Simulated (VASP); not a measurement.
An input for Quantum ESPRESSO's pw.x (written as the equivalent of a VASP run, and not itself run):

```
&CONTROL
  calculation = 'vc-relax'
  pseudo_dir = './pseudo'
  outdir = './out'
  tprnfor = .true.
  tstress = .true.
  nstep = 50
  forc_conv_thr = 0.00039
/
&SYSTEM
  ibrav = 0
  nat = 6
  ntyp = 3
  ecutwfc = 88
  occupations = 'smearing'
  smearing = 'gaussian'
  degauss = 0.003675
  input_dft = 'pbesol'
/
&ELECTRONS
  conv_thr = 7.3e-08
  electron_maxstep = 100
/
&IONS
/
&CELL
/
ATOMIC_SPECIES
  Na 22.990 Na.upf
  Sn 118.710 Sn.upf
  Pd 106.420 Pd.upf
CELL_PARAMETERS angstrom
     5.8882640    0.0000000    0.0000000
    -2.9441320    5.0993860    0.0000000
     0.0000000    0.0000000    4.3489680
ATOMIC_POSITIONS crystal
  Na   0.0000000  0.0000000  0.1926300
  Sn   0.6666670  0.3333330  0.4961500
  Sn   0.3333330  0.6666670  0.4961500
  Pd   0.0000000  0.5000000  0.9950200
  Pd   0.5000000  0.0000000  0.9950200
  Pd   0.5000000  0.5000000  0.9950200
K_POINTS automatic
  5 5 5 0 0 0
```

**Question.** Translate this input to VASP (INCAR, KPOINTS, POSCAR, choice of POTCAR).

**Answer.** Several could match; the one computed here: 
**POSCAR**
```
NaSn2Pd3
1
    5.8882640000     0.0000000000     0.0000000000
   -2.9441320000     5.0993860000     0.0000000000
    0.0000000000     0.0000000000     4.3489680000
Na Sn Pd
1 2 3
Direct
  0.0000000000   0.0000000000   0.1926300000
  0.6666670000   0.3333330000   0.4961500000
  0.3333330000   0.6666670000   0.4961500000
  0.0000000000   0.5000000000   0.9950200000
  0.5000000000   0.0000000000   0.9950200000
  0.5000000000   0.5000000000   0.9950200000
```

### INCAR
```
EDIFFG = -0.01
ALGO = Normal
ENCUT = 300   ! plane-wave cut-off (eV)
LWAVE = F
IBRION = 2
LREAL = F   ! projection in real space or not
LASPH = T   ! aspherical one-centre terms
SYSTEM = NaSn2Pd3
GGA = PS   ! PBEsol
EDIFF = 1E-6   ! SCF stop (eV)
SIGMA = 0.05
NELM = 100
PREC = Accurate
ISMEAR = 0
LMAXMIX = 4
ISIF = 3
LCHARG = F
NSW = 50
```

### KPOINTS
```
Automatic mesh
0
Gamma
5 5 5
0 0 0
```

POTCAR, in this order: Na_pv Sn_d Pd (PBE.64 set). Program: vasp_std.

What does not carry over: the potentials are each code's own (VASP's PAW set, PseudoDojo norm-conserving files in pw.x), so ENCUT and ecutwfc are chosen apart and not converted; conv_thr bounds pw.x's estimated SCF error, while EDIFF bounds the energy change between steps; forc_conv_thr acts on force components and is met together with etot_conv_thr.

The structure comes from a computed database's NaSn2Pd3 entry (P6mm); how it stands against other phases isn't given here. This run relaxes it. Symmetry was kept, so distortions that lower it aren't found. The run is one of a series of settings (EDIFFG = -0.01, IBRION = 2, ISIF = 3, NSW = 50 against the base run), some of them coarse on purpose.
